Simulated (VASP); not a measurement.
The system is Co.

```
Co
1.0
     2.46000    0.00000    0.00000
    -1.23000    2.13042    0.00000
     0.00000    0.00000    3.97000
Co
2
Cartesian
  0.0000 1.4203 0.9925
  1.2300 0.7101 2.9775
```

The cell was built by a generator and needn't be a form met in nature.

| Property | Result |
| --- | --- |
| Program | VASP 6.6.1 |
| Task | relaxation of cell and atoms |
| Functional | PBE |
| Potentials or basis | VASP PAW PBE potentials, release 64 (Co) |
| Cutoff | 700 eV |
| k mesh | 20 × 20 × 10 |
| Occupations | methfessel-paxton, width 0.1 eV |
| Spin | collinear spin, ferromagnetic start |
| Starting moments | [1.8, 1.8] μB |

At the start: pressure 9.2 GPa; volume 10.40 Å³/atom.

Task: Where does the relaxation end?

Result: Over 7 steps the energy falls by 11.2 meV/atom and the volume is 10.81 Å³/atom (+3.9 %); space group P6_3/mmc (No. 194, to 0.05 Å); moment 3.19 μB per cell.

The path:
| step | energy change (eV) | largest force (eV/Å) | pressure (GPa) | volume (Å³) |
| --- | --- | --- | --- | --- |
| 1 | 0.0000 | 0.0000 | 9.16 | 20.81 |
| 2 | 0.0072 | 0.0000 | -8.79 | 22.65 |
| 3 | -0.0224 | 0.0000 | -0.08 | 21.63 |
| 4 | -0.0224 | 0.0000 | 0.07 | 21.61 |
| 5 | -0.0225 | 0.0000 | 0.10 | 21.61 |
| 6 | -0.0225 | 0.0000 | 0.12 | 21.61 |
| 7 | -0.0225 | 0.0000 | 0.02 | 21.62 |

Final structure:
```yaml
crystal:
  lattice:
    - [2.49119, 0.00000, 0.00000]
    - [-1.24559, 2.15743, 0.00000]
    - [0.00000, 0.00000, 4.02315]
  atoms:
    - { symbol: Co, position: [0.33333, 0.66667, 0.25000] }
    - { symbol: Co, position: [0.66667, 0.33333, 0.75000] }
```
